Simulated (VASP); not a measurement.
A convergence study with VASP on AlN (wurtzite): one setting is varied, all else stays as given below, so the limit is that of these other settings.

```xyz
4
Lattice="1.5550 -2.6933 0.0000 1.5550 2.6933 0.0000 0.0000 0.0000 4.9800" Properties=species:S:1:pos:R:3 pbc="T T T"
Al     1.5550    -0.8978     2.4900
Al     1.5550     0.8978     0.0000
N      1.5550    -0.8978     4.3924
N      1.5550     0.8978     1.9024
```

All values below come from LDA (Ceperley-Alder, Perdew-Zunger), VASP's LDA PAW potentials (set 64) (plane waves; VASP 6.6.1). The tightest run used: 700 eV cut-off, 13×13×7 Monkhorst-Pack mesh, Gaussian smearing of 0.050 eV, potentials Al N.

Problem. The settings run are 1×1×1 mesh; 2×2×1 mesh; 3×3×2 mesh; 4×4×2 mesh; 5×5×3 mesh; 6×6×3 mesh; 7×7×4 mesh; 8×8×4 mesh; 9×9×5 mesh; 10×10×6 mesh; 11×11×6 mesh; 12×12×7 mesh; 13×13×7 mesh. From which on does the energy per atom stay within 0.005 eV/atom of the tightest run?

Solution. From 4×4×2 mesh on: it is off by 0.0026 there and by no more than 0.005 in any finer run, while 3×3×2 mesh is off by 0.0477.
```
setting       E (eV/atom)  pressure (GPa)  irreducible k-points  difference judged (eV/atom)
------------  -----------  --------------  --------------------  ---------------------------
1×1×1 mesh        -5.0949            6.29                     1                       3.1149
2×2×1 mesh        -8.3539           -3.90                     2                       0.1441
3×3×2 mesh        -8.1621           -3.66                     3                       0.0477
4×4×2 mesh        -8.2123           -3.84                     6                       0.0026
5×5×3 mesh        -8.2077           -3.87                    10                       0.0021
6×6×3 mesh        -8.2095           -3.86                    24                       0.0003
7×7×4 mesh        -8.2097           -3.86                    16                       0.0001
8×8×4 mesh        -8.2098           -3.86                    40                       0.0000
9×9×5 mesh        -8.2098           -3.86                    36                       0.0000
10×10×6 mesh      -8.2098           -3.86                    90                       0.0000
11×11×6 mesh      -8.2098           -3.86                    48                       0.0000
12×12×7 mesh      -8.2098           -3.86                   168                       0.0000
13×13×7 mesh      -8.2098           -3.86                    84                       0.0000
```

Left out are rungs that failed or repeat a setting and relaxations that didn't move; long series are thinned to 24 rows.

The compound is AlN in the wurtzite structure. The cell was not relaxed at this level.
